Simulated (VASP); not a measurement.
ZnCd3S4 (space group P-43m): computed properties

Method: PBEsol GGA, VASP's PBE PAW potentials (set 64) (plane waves; VASP 6.6.1).

* **space group**: P-43m (215)
* **cell**: a = b = c = 5.706 Å, α = β = γ = 90.00°
* **volume per atom**: 23.22 Å³/atom
* **band gap (over mesh and band path)**: 1.21 eV
* **smallest direct gap (over mesh and band path)**: 1.21 eV
* **band-edge character**: direct, Γ to Γ
* **density**: 4.75 g/cm³
* **optical Γ-point spectrum**: 53 (×3), 66 (×3), 166 (×3), 244 (×3), 284 (×3), 286 (×3), 294 (×2), 300 cm⁻¹

```cif
data_Cd3S4Zn
_chemical_formula_sum 'Zn1 Cd3 S4'
_space_group_name_H-M_alt 'P-43m'
_space_group_IT_number 215
_space_group_name_Hall 'P -4 2 3'
_cell_length_a 5.70557
_cell_length_b 5.70557
_cell_length_c 5.70557
_cell_angle_alpha 90.000
_cell_angle_beta 90.000
_cell_angle_gamma 90.000
loop_
_atom_site_label
_atom_site_type_symbol
_atom_site_symmetry_multiplicity
_atom_site_Wyckoff_symbol
_atom_site_fract_x
_atom_site_fract_y
_atom_site_fract_z
_atom_site_occupancy
Zn1 Zn 1 a 0.00000 0.00000 0.00000 1
Cd1 Cd 3 c 0.00000 0.50000 0.50000 1
S1 S 4 e 0.23651 0.23651 0.23651 1
```

The structure comes from a computed database's ZnCd3S4 entry (P-43m); how it stands against other phases isn't given here. It was relaxed first. Symmetry was kept, so distortions that lower it aren't found.
